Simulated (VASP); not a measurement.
Data:

```xyz
12
Lattice="5.3272 0.0000 0.0000 0.0000 5.3272 0.0000 0.0000 0.0000 5.3272" Properties=species:S:1:pos:R:3 pbc="T T T"
Fe     0.0000     2.6636     2.6636
Fe     2.6636     0.0000     2.6636
Fe     0.0000     0.0000     0.0000
Fe     2.6636     2.6636     0.0000
S      3.2918     4.6990     0.6282
S      0.6282     3.2918     4.6990
S      3.2918     3.2918     3.2918
S      2.0354     2.0354     2.0354
S      4.6990     0.6282     3.2918
S      4.6990     2.0354     0.6282
S      0.6282     4.6990     2.0354
S      2.0354     0.6282     4.6990
```

The numbers are results of PBEsol GGA, VASP's PBE PAW potentials (set 64) (plane waves; VASP 6.6.1), not measurements. Numerical set-up: 400 eV cut-off, Gaussian smearing of 0.050 eV, potentials Fe S.

Give the energies of bands 29 to 42 at the high-symmetry points, in eV from the valence-band maximum.

| band | Γ | X | M | R | X1 |
|---|---|---|---|---|---|
| 29 | -1.17 | -1.08 | -0.94 | -1.36 | -1.08 |
| 30 | -1.17 | -1.08 | -0.94 | -1.36 | -1.08 |
| 31 | -1.17 | -0.66 | -0.94 | -1.36 | -0.66 |
| 32 | -0.57 | -0.66 | -0.94 | -1.36 | -0.66 |
| 33 | -0.57 | -0.47 | -0.43 | -1.17 | -0.47 |
| 34 | -0.38 | -0.47 | -0.43 | -1.17 | -0.47 |
| 35 | -0.38 | -0.41 | -0.43 | -1.17 | -0.41 |
| 36 | -0.38 | -0.41 | -0.43 | -1.17 | -0.41 |
| 37 | -0.32 | -0.17 | -0.16 | -0.41 | -0.17 |
| 38 | -0.32 | -0.17 | -0.16 | -0.41 | -0.17 |
| 39 | -0.32 | -0.02 | -0.16 | -0.41 | -0.02 |
| 40 | -0.07 | -0.02 | -0.16 | -0.41 | -0.02 |
| 41 | 0.29 | 1.64 | 1.89 | 1.57 | 1.64 |
| 42 | 1.62 | 1.64 | 1.89 | 1.57 | 1.64 |

The gap is indirect, 0.29 eV, from the valence maximum at Γ-X at 0.91 to the conduction minimum at Γ.

The compound is FeS2 in the pyrite structure. It was relaxed first, which changed the volume by -5 %. The run is not spin-polarised, so no magnetic state was tried.
